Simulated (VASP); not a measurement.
AlN, 4 atoms in the cell. The structure is hexagonal, space group P6_3mc (No. 186). Conventional cell: a = 3.113 Å, b = 3.113 Å, c = 4.981 Å, α = 90.00°, β = 90.00°, γ = 120.00°. Around Al (site symmetry 3m) lie 4 N at 1.89 Å. Around N (site symmetry 3m) lie 4 Al at 1.89 Å. 

- Program: VASP 6.6.1
- Task: relaxation of cell and atoms
- Functional: PBE
- Potentials or basis: VASP PAW PBE potentials, release 64 (Al, N_h)
- Cutoff: 900 eV
- k mesh: 12 × 12 × 6
- Occupations: gaussian, width 0.02 eV
- Spin: no spin polarisation
- Further INCAR settings: ALGO = Normal; EDIFF = 1e-07; IBRION = 2; EDIFFG = -0.002; NSW = 80; ISIF = 3

Potentials or basis: VASP PAW PBE potentials, release 64 (Al, N_h).

Launch:

```bash
$ cat potpaw_PBE.64/Al/POTCAR potpaw_PBE.64/N_h/POTCAR > POTCAR
$ mpirun -np 4 vasp_std > vasp.out
```

Hardware: 4 MPI ranks on Intel(R) Xeon(R) Platinum 8375C CPU @ 2.90GHz (Ice Lake), with other jobs on the host.

How long does it take, and how much memory?

It took 65 s on 4 MPI ranks on Intel(R) Xeon(R) Platinum 8375C CPU @ 2.90GHz (Ice Lake), with other jobs on the host, peak memory 0.26 GiB a rank. Counts: scf iterations 51, k points 76, ion steps 8.
